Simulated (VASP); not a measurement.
Shape and ions are relaxed at each volume.

Consider the following.

AuCu is modelled in the tetragonal space group P4/mmm (No. 123), Pearson symbol tP2. Lattice parameters: a = 2.8670 Å, b = 2.8670 Å, c = 3.5716 Å, α = 90.00°, β = 90.00°, γ = 90.00°. Cu on 1a sees 8 Au at 2.702 Å and 4 Cu at 2.867 Å (cuboctahedral). Au on 1d is surrounded by 8 Cu at 2.702 Å and 4 Au at 2.867 Å (cuboctahedral). (Neighbours: up to the widest gap in distance over summed covalent radii, below 1.35, at either atom.)

Calculation: rev-vdW-DF2, VASP's PBE PAW potentials (set 64) (plane waves; VASP 6.6.1). Run with 520 eV cut-off, 13×13×10 Γ-centred mesh, first-order Methfessel-Paxton smearing of 0.10 eV, potentials Cu Au.

Problem. Give the energy at these volumes per atom, relative to the lowest: 13.79, 14.23, 14.67, 15.11, 15.55 Å³.

Solution. 29.5, 6.8, 0.0, 5.3, 21.1 meV/atom. A third-order Birch-Murnaghan fit gives B0 = 151 GPa and B0′ = 6.5.

The compound is CuAu in the L1_0 structure. It was relaxed first.
